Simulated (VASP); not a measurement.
# A VASP study of Ti5Si3 (LDA): structure first, properties next

Aim: relax Ti5Si3, then compute properties on the relaxed cell. The steps: full relaxation (LDA), second relaxation, density, ELF and potential (LDA), band structure (LDA), total and projected DOS (LDA), core-level energies (LDA) and field gradients at the nuclei (LDA). The start is a cell from a database of measured crystal structures.

Program: VASP 6.6.1. Level of theory: LDA; plane waves and PAW (Ti_sv, Si). Results are calculated unless marked as measured.

This is a report of a sequence of runs, with most program output left out.

**1. Starting point**

Before any relaxation, the start is as follows. Symmetry: P6_3/mcm, No. 193, hexagonal system. The conventional cell has a = 7.465 Å, b = 7.465 Å, c = 5.162 Å, α = 90.00°, β = 90.00°, γ = 120.00°. Ti has 2 Ti at 2.58 Å and 6 Si at 2.62 Å nearest. Nearest to Ti lie 5 Si at 2.60 to 2.88 Å. Nearest to Si lie 9 Ti at 2.60 to 2.88 Å. Farther neighbours are not listed.

Structure file:

```xyz
16
Lattice="7.4650 0.0000 0.0000 -3.7325 6.4649 0.0000 0.0000 0.0000 5.1620" Properties=species:S:1:pos:R:3 pbc="T T T"
Ti    0.0000    4.3099    0.0000
Ti    3.7325    2.1550    2.5810
Ti    3.7325    2.1550    0.0000
Ti    0.0000    4.3099    2.5810
Ti    1.7169    0.0000    1.2905
Ti    0.8585    1.4869    3.8715
Ti   -0.8585    1.4869    1.2905
Ti    5.7481    0.0000    3.8715
Ti    2.8740    4.9780    1.2905
Ti   -2.8740    4.9780    3.8715
Si    4.4790    0.0000    1.2905
Si    2.2395    3.8789    3.8715
Si   -2.2395    3.8789    1.2905
Si    2.9860    0.0000    3.8715
Si    1.4930    2.5860    1.2905
Si   -1.4930    2.5860    3.8715
```

**2. Full relaxation (LDA)**

The start need not lie at this functional's minimum. ISIF = 3 frees volume, shape and positions, and EDIFFG sets the threshold on forces and stress at which the search stops. LDA, the lowest rung, knows the local density alone.

Input file INCAR:

```
SYSTEM = Ti5Si3
PREC = Accurate
ENCUT = 400
EDIFF = 1E-06
NELM = 100
ISMEAR = 1
SIGMA = 0.2
LREAL = .FALSE.
ALGO = Normal
GGA = CA
NBANDS = 89
LASPH = .TRUE.
LORBIT = 11
LWAVE = .FALSE.
LCHARG = .FALSE.
KPAR = 8
IBRION = 2
NSW = 60
ISIF = 3
EDIFFG = -0.01
```

Input file POSCAR:

```
Ti5Si3
1.0
    7.4650000000      0.0000000000      0.0000000000
   -3.7325000000      6.4648796393      0.0000000000
    0.0000000000      0.0000000000      5.1620000000
Ti Si
10 6
Direct
    0.3333333333      0.6666666667      0.0000000000
    0.6666666667      0.3333333333      0.5000000000
    0.6666666667      0.3333333333      0.0000000000
    0.3333333333      0.6666666667      0.5000000000
    0.2300000000      0.0000000000      0.2500000000
    0.2300000000      0.2300000000      0.7500000000
    0.0000000000      0.2300000000      0.2500000000
    0.7700000000      0.0000000000      0.7500000000
    0.7700000000      0.7700000000      0.2500000000
    0.0000000000      0.7700000000      0.7500000000
    0.6000000000      0.0000000000      0.2500000000
    0.6000000000      0.6000000000      0.7500000000
    0.0000000000      0.6000000000      0.2500000000
    0.4000000000      0.0000000000      0.7500000000
    0.4000000000      0.4000000000      0.2500000000
    0.0000000000      0.4000000000      0.7500000000
```

Input file KPOINTS:

```
Automatic mesh
0
Gamma
4 4 5
0 0 0
```

The projector-augmented-wave data sets are Ti_sv and Si (LDA family, release 64).

The run is started by

```sh
> mpirun -np 8 vasp_std
```

Wall time 5.2 min (8 MPI ranks of Intel Xeon 6975P-C (Granite Rapids), shared host); peak memory 2.6 GiB; 35 min of CPU time.

The k-mesh is coarse for a metal. The run keeps the 24 symmetry operations of its start, so it cannot find a distortion of lower symmetry.

The steps of the relaxation:

```
step  energy less that of the first step (eV)  largest force (eV/Å)  pressure (GPa)  volume (Å³)
   1                                   0.0000                1.1638           -9.66       249.12
   2                                  -0.2421                0.5628           13.56       216.78
   3                                  -0.7337                0.9266            1.62       230.50
   4                                  -0.9581                0.4388            1.02       231.42
   5                                  -0.9996                0.2982            0.81       231.99
   6                                  -1.0697                0.1877           -0.74       234.80
   7                                  -1.0728                0.1599           -1.06       235.50
   8                                  -1.0787                0.0330            1.04       232.80
   9                                  -1.0828                0.0834            0.25       233.85
  10                                  -1.0864                0.0113            0.11       234.00
  11                                  -1.0865                0.0105            0.09       234.03
  12                                  -1.0865                0.0108            0.09       234.02
  13                                  -1.0865                0.0099           -0.09       234.30
```

```
conventional cell, symmetrised  before  after  change
                         a (Å)   7.465  7.347  -1.6 %
                         b (Å)   7.465  7.347  -1.6 %
                         c (Å)   5.162  5.012  -2.9 %
              volume (Å³/atom)   15.57  14.64  -5.9 %
```

The atoms that moved most (Å, as changes of fractional coordinates times the final cell):

```
atom      dx      dy     dz  length
Ti10   0.071  -0.123  0.000   0.142
 Ti9  -0.071  -0.123  0.000   0.142
 Ti7  -0.071   0.123  0.000   0.142
 Ti6   0.071   0.123  0.000   0.142
 Ti8  -0.142   0.000  0.000   0.142
 Ti5   0.142   0.000  0.000   0.142
Si16   0.028  -0.049  0.000   0.057
Si15  -0.028  -0.049  0.000   0.057
```

Final coordinates:

```xyz
16
Lattice="7.3467 0.0000 0.0000 -3.6734 6.3625 0.0000 0.0000 0.0000 5.0125" Properties=species:S:1:pos:R:3 pbc="T T T"
Ti    0.0000    4.2416    0.0000
Ti    3.6734    2.1208    2.5062
Ti    3.6734    2.1208    0.0000
Ti    0.0000    4.2416    2.5062
Ti    1.8314    0.0000    1.2531
Ti    0.9157    1.5860    3.7594
Ti   -0.9157    1.5860    1.2531
Ti    5.5154    0.0000    3.7594
Ti    2.7577    4.7765    1.2531
Ti   -2.7577    4.7765    3.7594
Si    4.4648    0.0000    1.2531
Si    2.2324    3.8667    3.7594
Si   -2.2324    3.8667    1.2531
Si    2.8819    0.0000    3.7594
Si    1.4410    2.4958    1.2531
Si   -1.4410    2.4958    3.7594
```

This step gave:

* electrons: 144
* bands: 89
* irreducible k-points: 12
* symmetry operations: 24
* free energy (TOTEN): -134.6570 eV
* energy at zero smearing: -134.6687 eV
* Fermi energy: 9.535 eV
* pressure: -0.09347 GPa
* metallic: yes
* SCF cycles over all ionic steps: 129

It ends with a largest force of 0.010 eV/Å and a pressure of -0.09 GPa. The volume lies -5.9 % from that of the database's start, which holds the thermal and zero-point expansion of its experiment. LDA is known to overbind.

**3. Second relaxation**

The basis stayed that of the start cell while the cell moved. A rerun from the cell reached resets it; the error of the finite cutoff stays.

INCAR is that of step 2.

Input file POSCAR:

```
Ti5Si3
1.0
    7.3467386617      0.0000000000      0.0000000000
   -3.6733693309      6.3624623161      0.0000000000
    0.0000000000      0.0000000000      5.0124668443
Ti Si
10 6
Direct
    0.3333333333      0.6666666667      0.0000000000
    0.6666666667      0.3333333333      0.5000000000
    0.6666666667      0.3333333333      0.0000000000
    0.3333333333      0.6666666667      0.5000000000
    0.2492754699      0.0000000000      0.2500000000
    0.2492754699      0.2492754699      0.7500000000
    1.0000000000      0.2492754699      0.2500000000
    0.7507245301      0.0000000000      0.7500000000
    0.7507245301      0.7507245301      0.2500000000
    0.0000000000      0.7507245301      0.7500000000
    0.6077298449      0.0000000000      0.2500000000
    0.6077298449      0.6077298449      0.7500000000
    1.0000000000      0.6077298449      0.2500000000
    0.3922701551      0.0000000000      0.7500000000
    0.3922701551      0.3922701551      0.2500000000
    0.0000000000      0.3922701551      0.7500000000
```

KPOINTS is that of step 2.

The run is started by

```sh
> mpirun -np 8 vasp_std
```

Run time: 70 s. Hardware: 8 MPI ranks; peak memory 2.7 GiB.

Little changed from the start: no atom moved by 0.005 Å and no cell edge by 0.1 %.

Numbers from this step:

- free energy (TOTEN): -134.6078 eV
- energy at zero smearing: -134.6195 eV
- Fermi energy: 9.548 eV
- pressure: 0.005022 GPa
- SCF cycles over all ionic steps: 34

It ends with a largest force of 0.005 eV/Å and a pressure of 0.01 GPa. The volume moved by only 0.10 %, so the volume is settled.

**4. Density, ELF and potential (LDA)**

A single point on the relaxed cell gives a clean self-consistent state, with density, ELF and potential written out.

INCAR: that of step 3 with these lines changed.

```diff
@@ -14,7 +14,5 @@
 LWAVE = .FALSE.
-LCHARG = .FALSE.
-KPAR = 8
-IBRION = 2
-NSW = 60
-ISIF = 3
-EDIFFG = -0.01
+LCHARG = .TRUE.
+ISIF = 2
+LELF = .TRUE.
+LVHAR = .TRUE.
```

Input file POSCAR:

```
Ti5Si3
1.0
    7.3444145200      0.0000000000      0.0000000000
   -3.6722072600      6.3604495503      0.0000000000
    0.0000000000      0.0000000000      5.0104887174
Ti Si
10 6
Direct
    0.3333333333      0.6666666667      0.0000000000
    0.6666666667      0.3333333333      0.5000000000
    0.6666666667      0.3333333333      0.0000000000
    0.3333333333      0.6666666667      0.5000000000
    0.2493050742      0.0000000000      0.2500000000
    0.2493050742      0.2493050742      0.7500000000
    0.0000000000      0.2493050742      0.2500000000
    0.7506949258      0.0000000000      0.7500000000
    0.7506949258      0.7506949258      0.2500000000
    0.0000000000      0.7506949258      0.7500000000
    0.6077380821      0.0000000000      0.2500000000
    0.6077380821      0.6077380821      0.7500000000
    0.0000000000      0.6077380821      0.2500000000
    0.3922619179      0.0000000000      0.7500000000
    0.3922619179      0.3922619179      0.2500000000
    0.0000000000      0.3922619179      0.7500000000
```

KPOINTS is that of step 3.

The run is started by

```sh
> mpirun -np 8 vasp_std
```

Wall time 29 s (8 MPI ranks); peak memory 1.1 GiB; 3.1 min of CPU time.

Numbers from this step:

```yaml
scf_cycles: 16
bands: 96
free_energy_toten: -134.6074 eV
energy_at_zero_smearing: -134.6191 eV
pressure: -0.01538 GPa
```

Valence electrons inside each PAW sphere by angular momentum. Sphere charges, by row:

```
atom  s (e)  p (e)  d (e)  tot (e)
 Ti1  2.218  6.193  2.117    10.53
 Ti2  2.218  6.193  2.117    10.53
 Ti3  2.218  6.193  2.117    10.53
 Ti4  2.218  6.193  2.117    10.53
 Ti5   2.19  6.157  1.935    10.28
 Ti6   2.19  6.157  1.935    10.28
 Ti7   2.19  6.157  1.935    10.28
 Ti8   2.19  6.157  1.935    10.28
 Ti9   2.19  6.157  1.935    10.28
Ti10   2.19  6.157  1.935    10.28
Si11  0.771  0.998      0    1.769
Si12  0.771  0.998      0    1.769
Si13  0.771  0.998      0    1.769
Si14  0.771  0.998      0    1.769
Si15  0.771  0.998      0    1.769
Si16  0.771  0.998      0    1.769
```

ELF in the ab plane at fractional z = 0.250, with atoms of Ti and Si within 0.2 Å of it. It is the smooth field of the valence electrons, not physical close to the nuclei.

Ten even steps from '0' (0.09) to '9' (0.95), each cell a mean:
```
20159841475115753112
20145313687556411001
31111125788763123201
54222344567631477313
76665432245313897215
66776311134215984147
23775211244114531365
03774112466201113651
26863235787421236751
67754467777764457875
54334676347864346887
11114762037742125764
23203640267521124531
77214754676311134214
97216776764212343138
84136643444345652159
31133110135677762145
00111222137877762111
11014773147633664100
21038972156202675322
```
Columns run along a (7.3 Å), rows up along b (7.3 Å). Atoms in or near the plane, at fractional coordinates: Ti at (0.25, 0.00), Ti at (0.00, 0.25), Ti at (0.75, 0.75), Si at (0.61, 0.00), Si at (0.00, 0.61), Si at (0.39, 0.39).

Electrostatic potential energy in the ab plane at fractional z = 0.250, with atoms of Ti and Si within 0.2 Å of it. With pseudopotentials it is smooth inside the atoms' cores, unlike the true potential.

Ten even steps from '_' (-87 eV) to '@' (1 eV), each cell a mean:
```
@@@@##==::::++%%@@%%==____==%%@@@@@@@@@@
@@@@##++==++%%@@@@%%**==++%%@@@@%%@@@@@@
@@@@%%####@@@@@@@@@@%%%%@@@@%%**++##@@@@
@@@@@@@@@@@@@@@@@@@@@@@@@@%%++----++%%@@
@@@@@@@@@@@@@@@@@@@@@@@@@@++--::--**@@@@
**++##@@@@@@@@@@@@@@@@@@%%==::--++%%@@%%
__..**@@@@@@@@@@@@@@@@@@##++==++%%@@%%==
__..##@@@@@@@@@@@@@@@@@@%%##%%@@@@@@++__
..++@@@@@@@@@@@@@@@@@@@@@@@@@@@@@@%%==__
**@@@@@@@@@@@@%%####%%@@@@@@@@@@@@%%**==
@@@@@@@@@@@@%%++::--##@@@@@@@@@@@@@@%%%%
@@%%@@@@@@@@++____::##@@@@@@@@@@@@@@@@@@
****##@@@@%%--____++%%@@@@@@@@@@@@@@@@%%
----++%%@@%%==--++%%@@@@@@@@@@@@@@@@%%++
::--**@@@@@@%%%%@@@@@@@@@@@@@@@@@@@@++::
::++%%@@@@@@@@@@@@@@@@@@@@@@@@@@@@##==::
++%%@@@@@@@@%%@@@@@@@@@@@@@@@@@@@@##++==
%%@@@@@@%%**++##@@@@@@@@##**##@@@@%%####
@@@@@@%%++----**%%@@@@++....++@@@@@@@@@@
@@@@%%++::::--**@@@@**..____**@@@@@@@@@@
```
Columns run along a (7.3 Å; values clipped at the 3rd and 97th percentile), rows up along b (7.3 Å). Atoms in or near the plane, at fractional coordinates: Ti at (0.25, 0.00), Ti at (0.00, 0.25), Ti at (0.75, 0.75), Si at (0.61, 0.00), Si at (0.00, 0.61), Si at (0.39, 0.39).

Valence density in the ab plane at fractional z = 0.250, with atoms of Ti and Si within 0.2 Å of it. It is the smooth field of the valence electrons, not physical close to the nuclei.

Values in e/Å³, 11 rows by 16 columns, each cell a mean:
```
 0  0  2  7  5  1  0  0  0  0  0  0  0  0  0  0
 0  0  1  1  0  0  0  0  0  0  0  1  3  2  1  0
 0  0  0  0  0  0  0  0  0  0  1  7 11  4  1  0
 0  0  0  0  0  0  0  0  0  0  2  4  3  1  0  0
 0  0  0  0  0  0  0  0  0  0  0  0  0  0  0  0
 0  0  0  0  0  0  0  0  0  0  0  0  0  0  0  0
 1  1  0  0  0  0  0  0  0  0  0  0  0  0  0  0
 7  4  1  0  0  0  0  0  0  0  0  0  0  0  1  3
 8  2  0  0  0  0  0  0  0  0  0  0  0  0  2  8
 1  0  0  0  1  1  0  0  0  0  0  0  0  0  1  1
 0  0  1  6 10  4  1  0  0  0  0  0  0  0  0  0
```
Columns run along a (7.3 Å), rows up along b (7.3 Å). Atoms in or near the plane, at fractional coordinates: Ti at (0.25, 0.00), Ti at (0.00, 0.25), Ti at (0.75, 0.75), Si at (0.61, 0.00), Si at (0.00, 0.61), Si at (0.39, 0.39).

In this run the pressure is -0.02 GPa, small enough to go on.

**5. Band structure (LDA)**

Levels along the symmetry lines show where the bands peak and cross; KPOINTS_OPT computes them in the converged potential.

Input file INCAR:

```
SYSTEM = Ti5Si3
PREC = Accurate
ENCUT = 400
EDIFF = 1E-06
NELM = 100
ISMEAR = 1
SIGMA = 0.2
LREAL = .FALSE.
ALGO = Normal
GGA = CA
NBANDS = 109
LASPH = .TRUE.
LORBIT = 11
LWAVE = .FALSE.
LCHARG = .FALSE.
KPAR = 8
```

POSCAR is that of step 4.

KPOINTS is that of step 4.

Input file KPOINTS_OPT:

```
Line mode
12
Line-mode
Reciprocal
  0.00000000   0.00000000   0.00000000 GAMMA
  0.50000000   0.00000000   0.00000000 M

  0.50000000   0.00000000   0.00000000 M
  0.33333333   0.33333333   0.00000000 K

  0.33333333   0.33333333   0.00000000 K
  0.00000000   0.00000000   0.00000000 GAMMA

  0.00000000   0.00000000   0.00000000 GAMMA
  0.00000000   0.00000000   0.50000000 A

  0.00000000   0.00000000   0.50000000 A
  0.50000000   0.00000000   0.50000000 L

  0.50000000   0.00000000   0.50000000 L
  0.33333333   0.33333333   0.50000000 H

  0.33333333   0.33333333   0.50000000 H
  0.00000000   0.00000000   0.50000000 A

  0.50000000   0.00000000   0.50000000 L
  0.50000000   0.00000000   0.00000000 M

  0.33333333   0.33333333   0.00000000 K
  0.33333333   0.33333333   0.50000000 H
```

The run is started by

```sh
> mpirun -np 8 vasp_std
```

Elapsed: 3.5 min, on 8 MPI ranks; peak memory 3.7 GiB.

Numbers from this step:

| Item | Value |
| --- | --- |
| bands | 109 |
| pressure | -0.01050 GPa |

The electronic bands at the labelled points (eV, zero at the Fermi level; # counts the bands kept):

```
          point    #29    #30    #31    #32    #33    #34   #35   #36
              Γ  -0.76  -0.66  -0.66  -0.54   0.20   0.20  0.49  0.49
0.45 of the way  -0.90  -0.82  -0.58  -0.57   0.06   0.34  0.40  0.55
              M  -0.66  -0.64  -0.59  -0.34  -0.23   0.12  0.49  0.61
0.45 of the way  -0.77  -0.58  -0.55  -0.37  -0.19   0.09  0.51  0.58
              K  -0.76  -0.53  -0.53  -0.45  -0.04  -0.04  0.56  0.56
0.45 of the way  -0.89  -0.70  -0.59  -0.49  -0.08   0.31  0.43  0.60
              Γ  -0.76  -0.66  -0.66  -0.54   0.20   0.20  0.49  0.49
0.45 of the way  -0.71  -0.71  -0.20  -0.10   0.17   0.32  0.32  0.48
              A  -0.95  -0.95   0.39   0.39   0.39   0.39  0.44  0.44
0.45 of the way  -0.78  -0.78   0.27   0.27   0.41   0.41  0.53  0.53
              L  -0.41  -0.41  -0.15  -0.15   0.55   0.55  0.60  0.60
0.45 of the way  -0.45  -0.45  -0.15  -0.15   0.46   0.46  0.51  0.51
              H  -0.55  -0.55  -0.17  -0.17   0.40   0.40  0.40  0.40
0.55 of the way  -0.77  -0.77   0.23   0.23   0.40   0.40  0.54  0.54
              A  -0.95  -0.95   0.39   0.39   0.39   0.39  0.44  0.44
      jump to L  -0.41  -0.41  -0.15  -0.15   0.55   0.55  0.60  0.60
0.45 of the way  -0.50  -0.38  -0.18  -0.14   0.00   0.09  0.18  0.46
              M  -0.66  -0.64  -0.59  -0.34  -0.23   0.12  0.49  0.61
      jump to K  -0.76  -0.53  -0.53  -0.45  -0.04  -0.04  0.56  0.56
0.45 of the way  -0.57  -0.31  -0.24  -0.24  -0.13  -0.13  0.40  0.40
              H  -0.55  -0.55  -0.17  -0.17   0.40   0.40  0.40  0.40
```

Of the projections kept (Ti, Si), the largest for each band there; the rest of the weight can lie on other orbitals:

```
point      #29      #30      #31      #32      #33      #34      #35      #36
    Γ  Ti 0.59  Ti 1.00  Ti 1.00  Ti 0.99  Ti 0.97  Ti 0.97  Ti 1.00  Ti 1.00
    M  Ti 0.98  Ti 0.97  Ti 0.98  Ti 0.90  Ti 0.97  Ti 1.00  Ti 0.98  Ti 0.97
    K  Ti 1.00  Ti 0.98  Ti 0.98  Ti 0.90  Ti 0.99  Ti 0.99  Ti 0.97  Ti 0.97
    Γ  Ti 0.59  Ti 1.00  Ti 1.00  Ti 0.99  Ti 0.97  Ti 0.97  Ti 1.00  Ti 1.00
    A  Ti 0.99  Ti 0.99  Ti 0.99  Ti 0.99  Ti 0.99  Ti 0.99  Ti 1.00  Ti 1.00
    L  Ti 0.97  Ti 0.97  Ti 0.95  Ti 0.95  Ti 0.98  Ti 0.98  Ti 0.98  Ti 0.98
```

There is no gap at this level.

Of the bands kept, 4 cross the Fermi level on this path.

**6. Total and projected DOS (LDA)**

A density of states needs more k-points than a total energy; ISMEAR = -5 takes tetrahedra, and LORBIT projects the states on the PAW spheres. The mesh is finer than in the run before.

INCAR: that of step 5 with these lines changed.

```diff
@@ -5,3 +5,3 @@
 NELM = 100
-ISMEAR = 1
+ISMEAR = -5
 SIGMA = 0.2
@@ -16 +16,2 @@
 KPAR = 8
+NEDOS = 2001
```

POSCAR is that of step 5.

Input file KPOINTS:

```
Automatic mesh
0
Gamma
5 5 7
0 0 0
```

The run is started by

```sh
> mpirun -np 8 vasp_std
```

It took 65 s on 8 MPI ranks; peak memory 3.1 GiB.

With tetrahedra the forces and stress of a metal are not exact derivatives of the energy.

Numbers from this step:

```yaml
scf_cycles: 17
irreducible_k_points: 20
free_energy_toten: -134.5718 eV
fermi_energy: 9.540 eV
pressure: 0.06570 GPa
dos_at_the_fermi_level: 8.629 states/eV/cell
```

The density of states has structure finer than the step of the table below, so its rows give means over 0.5 eV, whole bins alone (the curve runs from -12.0 to 0.948 eV). Peaks (eV: height): total -1.49: 21.1, -1.29: 22.7, -0.95: 25.6, 0.54: 26.3; Ti d -1.29: 9.14, -0.95: 13.5, -0.54: 10.5, 0.54: 18.6; Si p -2.44: 3.05, -1.63: 2.25, -1.49: 2.42, -1.29: 2.42; Ti p -2.31: 1.11, -1.63: 1.07, -1.42: 1.12, -1.29: 1.30; Ti s -4.75: 1.22, -4.47: 1.04, -4.14: 1.10, -3.46: 0.558.

States under -12.0 eV and over 0.9 eV are left out. The density of states by energy, zero at the Fermi level; means over each step; values in states/eV/cell:

```
energy (eV)   total     Ti d     Si p    Ti p     Ti s     Si s
      -11.0       0        0        0       0        0        0
      -10.5  0.0257   2.7e-5   4.9e-5  1.7e-4  0.00324  0.00792
      -10.0    1.10  0.00424  0.00607  0.0175    0.127    0.345
       -9.5    1.75   0.0138   0.0168  0.0446    0.175    0.555
       -9.0    2.70   0.0472   0.0330   0.103    0.204    0.891
       -8.5    5.00    0.198   0.0540   0.246    0.200     1.78
       -8.0    2.86    0.156   0.0405   0.144   0.0842     1.03
       -7.5    5.88    0.512   0.0795   0.235    0.158     2.13
       -7.0    3.58    0.356   0.0472   0.141   0.0808     1.32
       -6.5    1.10    0.111   0.0132  0.0473   0.0156    0.425
       -6.0       0        0        0       0        0        0
       -5.5       0        0        0       0        0        0
       -5.0    1.32    0.127    0.203  0.0450    0.185   0.0122
       -4.5    7.47    0.939     1.20   0.263    0.822   0.0913
       -4.0    7.23     1.24     1.16   0.250    0.596    0.178
       -3.5    5.07     1.02    0.811   0.231    0.332   0.0982
       -3.0    8.46     2.11     1.42   0.410    0.364    0.103
       -2.5    13.1     3.75     2.26   0.786    0.268   0.0744
       -2.0    9.54     3.06     1.43   0.566    0.168   0.0621
       -1.5    17.8     6.94     2.00   0.961    0.207   0.0796
       -1.0    17.2     8.80    0.762   0.757    0.100   0.0340
       -0.5    12.1     7.97    0.225   0.252   0.0649  0.00948
        0.0    9.58     6.41    0.184   0.209   0.0472  0.00893
        0.5    17.1     11.8    0.205   0.389   0.0721   0.0422
```

The finer mesh and the other smearing move the Fermi level by -0.01 eV from the 4×4×5 run, a small shift, which tests the Fermi level alone. Of the states within 0.3 eV of the Fermi level, the largest shares in the PAW spheres are Ti d 67 %. The rest lies in smaller channels or between the spheres.

(Part 1 of 2 ends here.)

[Lines on the potential files, build, host, timing and source positions are cut from VASP's logs without a mark.]

[Logs are printed without paths, hosts, clocks, repeated set-up lines and the standing remarks that a program may print on its own settings, such as how far it seeks lower states.]

[Hosts, paths, dates, database ids (printed as entryN), source tags and the programs' standing remarks are cut or masked in the printed files.]

[A measured line is paired with the nearest computed mode of its activity, which favours agreement.]

[In band tables of VASP the shares of atoms and orbitals are scaled to a sum of 1 inside the atoms' spheres.]
